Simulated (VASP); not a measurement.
Input of a VASP 6.6.1 run:

Contents of INCAR:

```
SYSTEM = LuSb
PREC     = Accurate       ! precision mode
ENCUT    = 600            ! plane-wave cutoff, eV
EDIFF    = 1E-7           ! SCF threshold, eV
ISMEAR   = 1              ! smearing method
SIGMA    = 0.1            ! smearing width, eV
LREAL    = .FALSE.        ! projectors in reciprocal space
LASPH    = .TRUE.         ! aspherical terms in the spheres
NELM     = 80             ! most SCF steps
ALGO     = Normal         ! electronic algorithm
ISIF     = 3              ! what is computed and relaxed
LWAVE    = .FALSE.        ! write WAVECAR
LCHARG   = .FALSE.        ! write CHGCAR
GGA      = PS             ! functional
IBRION   = 2              ! ionic algorithm
NSW      = 90             ! ionic steps
EDIFFG   = -0.005         ! ionic threshold
KPAR     = 4
```

File KPOINTS:

```
regular mesh
0
G
  10 10 10
  0 0 0
```

File POSCAR:

```
LuSb                                    
1.0
    0.0000000000      3.0018521401      3.0018521401
    3.0018521401     -0.0000000000      3.0018521401
    3.0018521401      3.0018521401      0.0000000000
  Lu              Sb            
     1     1
Direct
     1.0000000000000000    0.0000000000000000    0.0000000000000000
     0.5000000000000000    0.5000000000000000    0.5000000000000000
```

Potentials or basis: VASP PAW PBE potentials, release 64 (Lu, Sb).

Run with:

```console
$ cat potpaw_PBE.64/Lu/POTCAR potpaw_PBE.64/Sb/POTCAR > POTCAR
$ mpirun -np 4 vasp_std > vasp.out
```

Q: What does it give for the space group after relaxing (to 0.05 Å)?

A: Fm-3m (No. 225).

Q: Predict the relaxed volume.

A: 27.02 Å³/atom.

Final structure:
```cif
data_structure
_symmetry_space_group_name_H-M 'P 1'
_symmetry_Int_Tables_number 1
_cell_length_a 4.2436
_cell_length_b 4.2436
_cell_length_c 4.2436
_cell_angle_alpha 60.000
_cell_angle_beta 60.000
_cell_angle_gamma 60.000
_cell_volume 54.04
loop_
_atom_site_label
_atom_site_type_symbol
_atom_site_fract_x
_atom_site_fract_y
_atom_site_fract_z
_atom_site_occupancy
Lu1 Lu 0.00000 0.00000 0.00000 1
Sb1 Sb 0.50000 0.50000 0.50000 1
```

Caveat: the PAW data sets were made with another functional, which shifts forces and pressure a little. The run has no spin-orbit coupling, so splittings on Lu, Sb are missing.
